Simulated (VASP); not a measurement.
Method: LDA (Ceperley-Alder, Perdew-Zunger), VASP's LDA PAW potentials (set 64) (plane waves; VASP 6.6.1). Each cell was relaxed at this level.

**Question.** Which of these has an unstable (imaginary) mode at Γ?
A. CaSe, Fm-3m (225)
B. NaHO, Cmcm (63)
C. SnS, F-43m (216)
D. Be3ZnO4, I-42m (121)

**Answer.** B, NaHO, Cmcm (63). Its optical Γ-point modes are 487i, 58, 122, 248, 257, 260, 261, 266, 290, 325, 347, 684, 974, 3619, 3654 cm⁻¹.
